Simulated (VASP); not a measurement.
These are r2SCAN meta-GGA, VASP's PBE PAW potentials (set 64) (plane waves; VASP) values and carry that method's errors.

VASP ran on this input.

### INCAR
```
SYSTEM = Os
PREC = Accurate; ENCUT = 480; LREAL = .FALSE.
LASPH = .TRUE.
EDIFF = 1E-7; NELM = 100; ALGO = Normal
LMAXMIX = 6; LMIXTAU = .TRUE.
ISMEAR = 1; SIGMA = 0.1
METAGGA = R2SCAN
ISIF = 2
LWAVE = .FALSE.; LCHARG = .FALSE.
```

File POSCAR:
```
Os
1
    1.3706562523    -2.3740459120     0.0356106887
    1.3706562523     2.3740459120    -0.0356106887
    0.0000000000    -0.0647531584     4.3168772285
Os
2
Direct
  0.3333330000   0.6666670000   0.2500000000
  0.6666670000   0.3333330000   0.7500000000
```

File KPOINTS:
```
Automatic mesh
0
Gamma
14 14 8
0 0 0
```

POTCAR, in this order: Os (PBE.64 set). Program: vasp_std.

Unless said otherwise, spin-orbit coupling is left out, though it shifts the bands of the heavy elements here.

Q: What does the run give for the energy per atom (σ→0), band gap (on the k-mesh)?

A: 
The energy per atom (σ→0) is -52.989 eV/atom and the band gap (on the k-mesh) comes out as none (metal, semimetal or under 0.01 eV).

### OSZICAR
```
...
DAV:  12    -0.105978599901E+03   -0.64581E-03   -0.12382E-04 10392   0.131E-01    0.661E-02
DAV:  13    -0.105978663234E+03   -0.63333E-04   -0.58285E-05 10588   0.697E-02    0.285E-02
DAV:  14    -0.105978696967E+03   -0.33734E-04   -0.14866E-05 10788   0.400E-02    0.101E-02
DAV:  15    -0.105978698895E+03   -0.19280E-05   -0.12678E-06 11084   0.126E-02    0.916E-04
DAV:  16    -0.105978698188E+03    0.70736E-06   -0.54148E-07 10172   0.710E-03    0.838E-04
DAV:  17    -0.105978698335E+03   -0.14710E-06   -0.24427E-07  8960   0.429E-03    0.207E-04
DAV:  18    -0.105978698366E+03   -0.30744E-07   -0.11639E-08  5184   0.115E-03
   1 F= -.10597870E+03 E0= -.10597824E+03  d E =-.138579E-02
```

The compound is Os in the hcp structure. This cell was strained or had an atom moved on purpose.
